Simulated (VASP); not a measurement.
# DyO (F-43m) in VASP: further runs, part 2 of 2

VASP 6.6.1. Earlier steps stand in the parts before.

### 3 Single point, LDA+U, collinear spin, ferromagnetic start

INCAR

```
  ALGO = Normal
  EDIFF = 1E-7
  ENCUT = 520
  GGA = CA
  ISIF = 2
  ISMEAR = 0
  ISPIN = 2
  LASPH = True
  LCHARG = False
  LDAU = True
  LDAUJ = 0 0
  LDAUL = 3 -1
  LDAUPRINT = 1
  LDAUTYPE = 2
  LDAUU = 8 0
  LMAXMIX = 6
  LORBIT = 11
  LREAL = False
  LWAVE = False
  MAGMOM = 5 0
  NELM = 150
  PREC = Accurate
  SIGMA = 0.05
```

KPOINTS

```
k-points
0
Gamma
  6 6 6
```

POSCAR

```
DyO
1.0
    0.0000000000      2.5261071900      2.5261071900
    2.5261071900      0.0000000000      2.5261071900
    2.5261071900      2.5261071900      0.0000000000
Dy O
1 1
Direct
    0.0000000000      0.0000000000      0.0000000000
    0.2500000000      0.2500000000      0.2500000000
```

Potentials or basis: VASP PAW PBE potentials, release 64 (Dy, O).

Started as:

```
$ cat potpaw_PBE.64/Dy/POTCAR potpaw_PBE.64/O/POTCAR > POTCAR
$ mpirun -np 1 vasp_std > vasp.out
```

OUTCAR:

```text
EDIFF = 1E-7
   ENCUT = 520
   GGA = CA
   ISIF = 2
   ISMEAR = 0
   ISPIN = 2
   LASPH = True
   LORBIT = 11
   LREAL = False
   NELM = 150
   PREC = Accurate

 ion  position               nearest neighbor table
   1  0.000  0.000  0.000-   2 2.19   2 2.19   2 2.19   2 2.19
   2  0.250  0.250  0.250-   1 2.19   1 2.19   1 2.19   1 2.19

  LATTYP: Found a face centered cubic cell.
 ALAT       =     5.0522143800

  Lattice vectors:

 A1 = (   0.0000000000,   2.5261071900,   2.5261071900)
 A2 = (   2.5261071900,   0.0000000000,   2.5261071900)
 A3 = (   2.5261071900,   2.5261071900,   0.0000000000)

Analysis of symmetry for initial positions (statically):
=====================================================================
 Subroutine PRICEL returns:
 Original cell was already a primitive cell.

 Routine SETGRP: Setting up the symmetry group for a
 face centered cubic supercell.

[... 614 lines left out ...]
      4     -16.9620      1.00000
      5     -15.4606      1.00000
      6      -1.9193      1.00000
[... 357 lines left out ...]
     19      11.4075      0.00000
     20      12.5855      0.00000

------------------------ aborting loop because EDIFF is reached ----------------------------------------

  FORCE on cell =-STRESS in cart. coord.  units (eV):
  Direction    XX          YY          ZZ          XY          YZ          ZX
  --------------------------------------------------------------------------------------
  -------------------------------------------------------------------------------------
  Total        1.6429505      1.6429505      1.6429505      0.0000000      0.0000000      0.0000000
  in kB       81.6487870     81.6487870     81.6487870      0.0000000      0.0000000      0.0000000
  external PRESSURE =      81.6487870 kB  Pullay stress =       0.0000000 kB

 VOLUME and BASIS-vectors are now :
 -----------------------------------------------------------------------------
  energy-cutoff  :      520.00
  volume of cell :       32.24
      direct lattice vectors                 reciprocal lattice vectors
     0.000000000  2.526107190  2.526107190    -0.197933010  0.197933010  0.197933010
     2.526107190  0.000000000  2.526107190     0.197933010 -0.197933010  0.197933010
     2.526107190  2.526107190  0.000000000     0.197933010  0.197933010 -0.197933010

 POSITION                                       TOTAL-FORCE (eV/Angst)
 -----------------------------------------------------------------------------------
      0.00000      0.00000      0.00000         0.000000     -0.000000      0.000000
      1.26305      1.26305      1.26305        -0.000000      0.000000      0.000000
 -----------------------------------------------------------------------------------
    total drift:                                0.000000      0.000000      0.000000

  FREE ENERGIE OF THE ION-ELECTRON SYSTEM (eV)
  ---------------------------------------------------
  free  energy   TOTEN  =       -15.9708448711 eV

  energy  without entropy=      -15.9591458032  energy(sigma->0) =      -15.96499534

 total charge

# of ion       s       p       d       f       tot
--------------------------------------------------
    1        2.110   5.896   0.706   9.236  17.948
    2        1.563   3.473   0.000   0.000   5.036
--------------------------------------------------
tot          3.673   9.369   0.706   9.236  22.984

 magnetization (x)

# of ion       s       p       d       f       tot
--------------------------------------------------
    1        0.003  -0.034   0.057   4.774   4.800
    2       -0.002  -0.028   0.000   0.000  -0.030
--------------------------------------------------
tot          0.001  -0.062   0.057   4.774   4.770
```

stdout:

```text
POSCAR found type information on POSCAR DyO
 POSCAR found :  2 types and       2 ions
 scaLAPACK will be used
 -----------------------------------------------------------------------------
|                                                                             |
|                                                                             |
|     You enforced a specific xc type in the INCAR file but a different       |
|     I HOPE YOU KNOW WHAT YOU ARE DOING!                                     |
|                                                                             |
 -----------------------------------------------------------------------------

 LDA part: xc-table for (Slater(with rela. corr.)+CA(PZ))
 , standard interpolation
 POSCAR, INCAR and KPOINTS ok, starting setup
 FFT: planning ... GRIDC
 FFT: planning ... GRID_SOFT
 FFT: planning ... GRID
 WAVECAR not read
 entering main loop
```

Wall time 85 s (1 thread of AMD EPYC 7R43 (Zen 3), shared host); peak memory 0.12 GiB.

Results:

| Property | Result |
| --- | --- |
| Free energy | -15.9708 eV |
| Pressure | 8.2 GPa |
| Band gap on the k mesh | none (metal or under the smearing width) |
| Net moment | 4.89 μB per cell |
| Site moments | Dy +4.80; O -0.03 μB |
| Valence electrons inside the program's atomic spheres | Dy 17.95; O 5.04 |

Levels at points of the mesh, in eV from the Fermi level:
Spin up:
```csv
k point,band 14,band 15,band 16,band 17,band 18,band 19
"(0.00, 0.00, 0.00)",-6.43,-6.43,-1.92,3.22,3.22,5.65
"(0.50, 0.00, 0.00)",-5.98,-5.90,0.76,3.07,3.07,3.51
"(0.50, 0.50, 0.00)",-5.02,-5.02,-0.38,1.23,5.30,5.94
```
Spin down:
```tsv
k point	band 7	band 8	band 9	band 10	band 11	band 12	band 13	band 14
(0.00, 0.00, 0.00)	-6.65	-6.65	-4.88	-1.49	-0.04	-0.04	-0.04	3.63
(0.50, 0.00, 0.00)	-6.09	-6.09	-4.47	-0.30	0.08	0.08	1.20	3.00
(0.50, 0.50, 0.00)	-5.04	-5.04	-4.53	-0.33	0.03	0.03	0.47	1.49
```

Eigenvalues of the final occupation matrices:
```csv
site,spin,trace,eigenvalues
site 1 f,1,7.01,1.00 1.00 1.00 1.00 1.00 1.00 1.01
site 1 f,2,2.24,0.01 0.01 0.01 0.41 0.41 0.41 0.99
```

Caveat: the magnetic or orbital state may not be the lowest; the PAW data sets were made with another functional, which shifts forces and pressure a little; spin-orbit coupling is left out, which moves the levels of the heavy elements.
